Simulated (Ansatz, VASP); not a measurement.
# Si2C in two plane-wave programs

Wanted: the spread between two codes on one cell, functional and k mesh. The cell is invented: other elements were put on sites of a known structure type. It may not be a known or stable phase. The cell is taken from a series of VASP runs on this material, whose earlier steps may have relaxed, scaled or displaced it; both programs get it as it stands.

Program: Ansatz 0.2.0. Level of theory: plane waves, with VASP 6.6.1 beside it; single point at PBE. Results are calculated unless marked as measured.

### 1. The structure

The structure is tetragonal, space group P4/mmm (No. 123). The conventional cell has a = 2.695 Å, b = 2.695 Å, c = 5.245 Å, α = 90.00°, β = 90.00°, γ = 90.00°. Nearest to Si lie 4 C at 2.25 Å and 1 Si at 2.38 Å. Nearest to C lie 8 Si at 2.25 Å. Farther neighbours are not listed.

### 2. Ansatz: single point, PBE

Ansatz runs on its default PAW (the set named soft_2) files.

A single point gives forces, pressure and levels at one fixed geometry, so differences don't come from the geometry; what else differs is listed under the comparison.

input.yaml

```yaml
crystal:
  lattice:
    - [2.695475572, 0.0, 0.0]
    - [0.0, 2.695475572, 0.0]
    - [0.0, 0.0, 5.2452000547]
  atoms:
    - { symbol: Si, position: [0.5, 0.5, 0.2268029413] }
    - { symbol: Si, position: [0.5, 0.5, 0.7731970587] }
    - { symbol: C, position: [0.0, 0.0, 0.0] }
hamiltonian:
  xc: pbe
  pseudopotentials: { kind: paw }
kpoints:
  mp_grid: { grid: [7, 7, 4] }
scf:
  occupations: { method: fermi_dirac, width: 0.05 }
  n_extra_bands: 4
output:
  forces: true
  stress: true
  eigenvalues: true
  write_density: true
  write_potential: true
  elf: true
  volumetric_format: npy
```

On the command line:

```console
$ ansatz run input.yaml --threads 2 --pin off --max-ram 4608MiB --backend cpu --events-out ev --progress --plain --runs-dir out
```

Numbers of over 12 decimals in the logs are rounded to 6 here.

Output:

```text
scf.n_extra_bands = 4 over 6 filled bands (N_el = 12.0): the run solves 10 bands
Engine: ansatz 0.2.0, aarch64-unknown-linux-gnu
Pseudopotentials: kind: paw
Pseudopotential: Si, paw, valence charge 4, recommended cutoff 420 eV (normal), Si.paw.azcp
Pseudopotential: C, paw, valence charge 4, recommended cutoff 420 eV (normal), C.paw.azcp
Functional definition: PBE
  parameter kappa = 0.804
  parameter beta = 0.066725
  exchange = pbe_x(kappa = kappa, mu = beta*pi^2/3)
  correlation = pbe_c(beta = beta)
Crystal: 3 atoms, lattice volume = 38.109 Å³
Basis set: ecut = 420 eV, 765 PW (Γ), exchange–correlation on 40×40×72 points (8 copies of the dense FFT grid, shifted against one another)
Bands: 10, of which v1, the nominal top of the filled ones, is band 6 counted from 1 (5 counted from 0)
Symmetry: 16 space group operations
Space group: P4/mmm (ITA 123), of the structure as read, at distance tolerance 3.4e-5 Å
k-points: 30 of 196
Non-local potential: Si, projectors of the file, l = 0: 2, l = 1: 2, l = 2: 2
Non-local potential: C, projectors of the file, l = 0: 2, l = 1: 2, l = 2: 1
PAW form: soft (Blöchl's): semilocal exchange-correlation on the pseudo side does not see the compensation charge
PAW one-centre angular grid: Si, 110 points (default); XC on 64 Gauss nodes
PAW one-centre angular grid: C, 110 points (default); XC on 64 Gauss nodes
Initial density: superposition of atomic densities (neutral atoms: chi_scale 0, normalization atom), corrected by the library's trained network
Initial wavefunctions: pseudopotential atomic-orbital guess
Functional: x = pbe(κ = 0.804, μ = 0.219515), c = pbe(β = 0.066725)
SCF iter   1: F=—  HF=-1518.540764 eV  |F-HF|=—  |Δ(HF+E_count)|=         —  Δρ=9.02e-3  dr2=6.22e-2  ethr=1.77e-3  ⟨swp⟩=5.9  Hψ=2208  notcnv=0
preconditioner: auto → none  [insulator: Δε(μ)=0.140 eV  Ē_g=9.810 eV  σ=0.050 eV  W_gap=0.52  n_scr=2 (ndim 8)  ℏωp=20.8 eV  f_vac=0.000  D(μ)=0.87/eV (n_scr^D=2)  ε∞_Penn≈5.5]
SCF iter   2: F=—  HF=-1518.525633 eV  |F-HF|=—  |Δ(HF+E_count)|=   1.51e-2  Δρ=3.87e-3  dr2=1.60e-2  ethr=5.18e-4  ⟨swp⟩=2.2  Hψ=666  notcnv=0  defer=3
SCF iter   3: F=—  HF=-1518.523185 eV  |F-HF|=—  |Δ(HF+E_count)|=   2.45e-3  Δρ=2.04e-3  dr2=1.12e-3  ethr=1.34e-4  ⟨swp⟩=1.7  Hψ=359  notcnv=0  defer=3
SCF iter   4: F=—  HF=-1518.523082 eV  |F-HF|=—  |Δ(HF+E_count)|=   1.03e-4  Δρ=2.31e-4  dr2=1.08e-5  ethr=9.30e-6  ⟨swp⟩=2.3  Hψ=456  notcnv=0  defer=3
SCF iter   5: F=—  HF=-1518.523119 eV  |F-HF|=—  |Δ(HF+E_count)|=   3.67e-5  Δρ=2.80e-5  dr2=1.61e-7  ethr=9.00e-8  ⟨swp⟩=2.5  Hψ=454  notcnv=0  defer=3
SCF iter   6: F=-1518.523119 eV  HF=-1518.523119 eV  |F-HF|=6.05e-10  |Δ(HF+E_count)|=   1.45e-7  Δρ=1.81e-6  dr2=7.36e-10  ethr=8.33e-10  ⟨swp⟩=9.8  Hψ=2161  notcnv=0
SCF 1 converged in 6 iterations: F = -1518.523119 eV  dr2 = 7.36e-10
  greatest PAW one-centre occupation: 0.683 electrons in one spin orbital (limit 2), on the C atom at site 2 (counted from 0), in its partial waves of l = 0
SCF converged after 6 iterations
Free energy (F): -1518.523119 eV
Harris-Foulkes:  -1518.523119 eV  (|F-HF|=6.05e-10)
Internal energy: -1518.513592 eV  (E = F + TS)
E sigma→0 (E₀):  -1518.518355 eV
Entropy (-TS):   -0.009527 eV (-3.176 meV/atom)
Fermi energy:    9.670392 eV
--- Per-component energies (eV) ---
  E_band       = 41.442989
  E_kinetic    = 167.645193
  E_local      = -177.906046  (includes V_loc(G=0)·N_el)
  E_nonlocal   = 77.873028
  E_hartree    = 68.614115
  E_xc         = -159.299475
  E_vxc        = -154.230115  (∫ρ·V_xc dr)
  E_paw        = -1122.507924  (= ΣΔE_a)
  E_vpaw       = -9.167529  (= ΣTr[D̂ρ^β])
  E_aug_tail   = 0.000020  (compensation charges beyond the density's cutoff)
  E_ewald      = -372.932501
  E_smearing   = -0.009527  (= −TS)
  E_closure    = 0.000000  (closes the sum)
  Σ components = -1518.523119   (vs F -1518.523119, Δ=0.00e0)
--- Forces (eV/Å), atoms counted from 1 ---
  atom   1  Si     0.00000000     0.00000000    -0.66338934
  atom   2  Si     0.00000000     0.00000000     0.66338934
  atom   3  C     -0.00000000    -0.00000000     0.00000000
  max |Σ_I F_I| component: 1.48e-31 eV/Å
--- Stress (GPa, compression-positive) ---
        5.021943       0.000000       0.000000
        0.000000       5.021943       0.000000
        0.000000       0.000000     -10.683103
  P = ⅓ Tr σ = -0.2131 GPa (-2.131 kbar)
--- Band table (eV; the first three rows and the last of 30) ---
  k-point 0: bands = ["-6.8016", "-0.4307", "1.9282", "8.5869", "8.5869", "11.8713", "12.0000", "15.0058", "16.5907", "17.6904"]
  k-point 1: bands = ["-6.7298", "-1.2866", "3.5481", "8.6019", "8.6019", "9.7227", "12.0885", "15.1718", "16.9460", "16.9460"]
  k-point 2: bands = ["-6.6524", "-1.8320", "6.3494", "6.5766", "8.6169", "8.6169", "12.1116", "15.3865", "16.5446", "16.5446"]
  k-point 29: bands = ["-0.4392", "2.4247", "2.6392", "5.0823", "5.8261", "7.2049", "7.9860", "10.0146", "12.6480", "14.4783"]
```

The job ended after 0.69 s (2 threads of Arm Neoverse V1, shared host; peak memory 0.28 GiB; 1.2 s of CPU time).

The run ends at a pressure of -0.21 GPa, with forces up to 0.66 eV/Å.

### 3. VASP: single point, PBE

The same cell, functional, mesh and smearing now go to VASP, with its own data sets and cutoff.

Lines of VASP's logs that name or quote its potential files are left out, and so is its time.

INCAR

```
SYSTEM = Si2C
PREC = Accurate
ENCUT = 520
EDIFF = 1E-06
NELM = 100
ISMEAR = -1
SIGMA = 0.05
LREAL = .FALSE.
ALGO = Normal
GGA = PE
NBANDS = 12
LORBIT = 11
LWAVE = .FALSE.
LCHARG = .TRUE.
ISIF = 2
LELF = .TRUE.
LVHAR = .TRUE.
```

POSCAR

```
Si2C
1.0
    2.6954755720      0.0000000000      0.0000000000
    0.0000000000      2.6954755720      0.0000000000
    0.0000000000      0.0000000000      5.2452000547
Si C
2 1
Direct
    0.5000000000      0.5000000000      0.2268029413
    0.5000000000      0.5000000000      0.7731970587
    0.0000000000      0.0000000000      0.0000000000
```

KPOINTS

```
Automatic mesh
0
Gamma
7 7 4
0 0 0
```

Potentials, in the order of the species: Si and C (PBE family, release 64).

On the command line:

```console
$ mpirun -np 1 vasp_std
```

Output:

```text
[banner, memory and clock lines left out]
running    1 mpi-ranks, on    1 nodes
 distrk:  each k-point on    1 cores,    1 groups
 distr:  one band on    1 cores,    1 groups

 POSCAR found type information on POSCAR SiC
 POSCAR found :  2 types and       3 ions
 LDA part: xc-table for (Slater+PW92), standard interpolation
 POSCAR, INCAR and KPOINTS ok, starting setup
 FFT: planning ... GRIDC
 FFT: planning ... GRID_SOFT
 FFT: planning ... GRID
 WAVECAR not read
 entering main loop
       N       E                     dE             d eps       ncg     rms          rms(c)
DAV:   1     0.158599851928E+02    0.15860E+02   -0.53689E+03   720   0.881E+02
DAV:   2    -0.154320911235E+02   -0.31292E+02   -0.28970E+02   904   0.122E+02
DAV:   3    -0.172316002978E+02   -0.17995E+01   -0.17796E+01   960   0.265E+01
DAV:   4    -0.172498391546E+02   -0.18239E-01   -0.18228E-01   856   0.313E+00
DAV:   5    -0.172500634905E+02   -0.22434E-03   -0.22432E-03   984   0.322E-01    0.657E+00
DAV:   6    -0.160796483992E+02    0.11704E+01   -0.73921E+00   840   0.134E+01    0.322E+00
DAV:   7    -0.160420257550E+02    0.37623E-01   -0.55932E-01   856   0.460E+00    0.181E+00
DAV:   8    -0.160343628171E+02    0.76629E-02   -0.80900E-02   820   0.181E+00    0.247E-01
DAV:   9    -0.160343681362E+02   -0.53191E-05   -0.24408E-03   904   0.353E-01    0.141E-01
DAV:  10    -0.160341388895E+02    0.22925E-03   -0.12838E-03   812   0.195E-01    0.459E-02
DAV:  11    -0.160341792628E+02   -0.40373E-04   -0.11618E-04   888   0.732E-02    0.295E-02
DAV:  12    -0.160341852340E+02   -0.59713E-05   -0.84010E-06   852   0.189E-02    0.855E-03
DAV:  13    -0.160341841319E+02    0.11022E-05   -0.61957E-06   844   0.141E-02    0.192E-03
DAV:  14    -0.160341840317E+02    0.10014E-06   -0.40561E-07   476   0.443E-03
   1 F= -.16034184E+02 E0= -.16029308E+02  d E =-.975272E-02
```

From OUTCAR (step 3):

```text
ion  position               nearest neighbor table
   1  0.500  0.500  0.227-   3 2.25   3 2.25   3 2.25   3 2.25   2 2.38   2 2.87
   2  0.500  0.500  0.773-   3 2.25   3 2.25   3 2.25   3 2.25   1 2.38   1 2.87
   3  0.000  0.000  0.000-   1 2.25   2 2.25   1 2.25   2 2.25   1 2.25   2 2.25   1 2.25   2 2.25

  LATTYP: Found a simple tetragonal cell.
 ALAT       =     2.6954755720
 C/A-ratio  =     1.9459275050

 Subroutine GETGRP returns: Found 16 space group operations
 (whereof 16 operations were pure point group operations)

The static configuration has the point symmetry D_4h.

 Found     30 irreducible k-points:

   k-points           NKPTS =     30   k-points in BZ     NKDIM =     30   number of bands    NBANDS=     12

   dimension x,y,z NGX =    20 NGY =   20 NGZ =   40
   dimension x,y,z NGXF=    40 NGYF=   40 NGZF=   80

   ENCUT  =  520.0 eV  38.22 Ry    6.18 a.u.   5.01  5.01  9.75*2*pi/ulx,y,z

   NELECT =      12.0000    total number of electrons

 k-points in reciprocal lattice and weights: Automatic mesh
   0.00000000  0.00000000  0.00000000       0.005
   0.14285714  0.00000000  0.00000000       0.020
   0.28571429  0.00000000  0.00000000       0.020
   0.42857143  0.00000000  0.00000000       0.020
   0.14285714  0.14285714  0.00000000       0.020
   0.28571429  0.14285714  0.00000000       0.041
   0.42857143  0.14285714  0.00000000       0.041
   0.28571429  0.28571429  0.00000000       0.020
   0.42857143  0.28571429  0.00000000       0.041
[...]
0.42857143  0.28571429  0.50000000       0.041
   0.42857143  0.42857143  0.50000000       0.020

 average (electrostatic) potential at core
       1 -81.3198       2 -81.3198       3 -46.8345

 E-fermi :   8.7131

 k-point     1 :       0.0000    0.0000    0.0000
  band No.  band energies     occupation
      1      -7.7573      2.00000
      2      -1.3897      2.00000
      3       0.9628      2.00000
      4       7.6366      2.00000
      5       7.6366      2.00000
      6      10.9040      0.00000
      7      11.0556      0.00000
      8      14.0530      0.00000
      9      15.6374      0.00000
     10      16.7277      0.00000
    ...

 k-point     2 :       0.1429    0.0000    0.0000
  band No.  band energies     occupation
      1      -7.3835      2.00000
      2      -0.9965      2.00000
      3       1.3018      2.00000
      4       5.1030      2.00000
      5       7.9103      2.00000
      6      10.5462      0.00000
      7      12.1293      0.00000
      8      13.7320      0.00000
      9      14.0336      0.00000
     10      15.7838      0.00000
    ...

 k-point     3 :       0.2857    0.0000    0.0000
  band No.  band energies     occupation
    ...
      2       0.1686      2.00000
      3       1.2012      2.00000
      4       2.6972      2.00000
      5       8.0108      2.00000
      6       8.6465      1.58253
      7      10.5535      0.00000
      8      13.2665      0.00000
      9      13.6984      0.00000
     10      16.9797      0.00000
     11      17.2922      0.00000
    ...

  Total        1.2016349      1.2016349     -2.5090937      0.0000000      0.0000000     -0.0000000
  in kB       50.5184763     50.5184763   -105.4859469      0.0000000      0.0000000     -0.0000000
  external PRESSURE =      -1.4829981 kB  Pullay stress =       0.0000000 kB

  energy-cutoff  :      520.00
  volume of cell :       38.11
      direct lattice vectors                 reciprocal lattice vectors
     2.695475572  0.000000000  0.000000000     0.370992047  0.000000000  0.000000000
     0.000000000  2.695475572  0.000000000     0.000000000  0.370992047  0.000000000
     0.000000000  0.000000000  5.245200055     0.000000000  0.000000000  0.190650498

 POSITION                                       TOTAL-FORCE (eV/Angst)
 -----------------------------------------------------------------------------------
      1.34774      1.34774      1.18963         0.000000      0.000000     -0.662741
      1.34774      1.34774      4.05557         0.000000     -0.000000      0.662741
      0.00000      0.00000      0.00000         0.000000      0.000000      0.000000
 -----------------------------------------------------------------------------------
    total drift:                                0.000000      0.000000     -0.000000

  FREE ENERGIE OF THE ION-ELECTRON SYSTEM (eV)
  ---------------------------------------------------
  free  energy   TOTEN  =       -16.0341840317 eV

  energy  without entropy=      -16.0244313145  energy(sigma->0) =      -16.02930767

 total charge
# of ion       s       p       d       tot
------------------------------------------
    1        0.824   0.720   0.000   1.544
    2        0.824   0.720   0.000   1.544
    3        0.917   1.353   0.000   2.270
--------------------------------------------------
tot          2.565   2.794   0.000   5.358

[... 3 further parts left out ...]
```

The run ends at a pressure of -0.15 GPa, with forces up to 0.66 eV/Å.

### 4. Comparison

Known differences besides the potentials themselves: the cutoff is 420 eV in Ansatz and 520 eV in VASP; VASP leaves aspherical gradient terms in its spheres out (LASPH is not set), Ansatz keeps them. Total energies have different zeros and are not compared.

The two programs side by side:

```
                                        quantity  Ansatz   VASP  difference
                                  pressure (GPa)   -0.21  -0.15       -0.06
pressure without Ansatz's Pulay correction (GPa)   -0.35  -0.15       -0.20
```

Forces (eV/Å; atoms numbered as in POSCAR):

| atom | Ansatz x, y, z | VASP x, y, z |
| --- | --- | --- |
| Si1 | 0.000, 0.000, -0.663 | 0.000, 0.000, -0.663 |
| Si2 | 0.000, 0.000, 0.663 | 0.000, 0.000, 0.663 |
| C3 | 0.000, 0.000, 0.000 | 0.000, 0.000, 0.000 |

The forces differ by 0.3 meV/Å r.m.s., which is 0.1 % of the r.m.s. force of 0.31 eV/Å (both taken over all components). Ansatz's pressure holds a Pulay correction of 0.13 GPa; VASP's holds none.

### 5. Results

```
r.m.s. force difference (single point, PBE) : 0.099 % of the r.m.s. force
```

The r.m.s. force difference is 0.099 % of the r.m.s. force (single point, PBE), within the 3 % picked in this series as the mark of a large difference. Such differences can come from data sets, numerical settings and the points named under the comparisons, not from the functional's error against experiment.

[Lines on the potential files, build, host, timing and source positions are cut from VASP's logs without a mark.]

[Logs are printed without paths, hosts, clocks, repeated set-up lines and the standing remarks that a program may print on its own settings, such as how far it seeks lower states.]

[Hosts, paths, dates, database ids (printed as entryN), source tags and the programs' standing remarks are cut or masked in the printed files.]
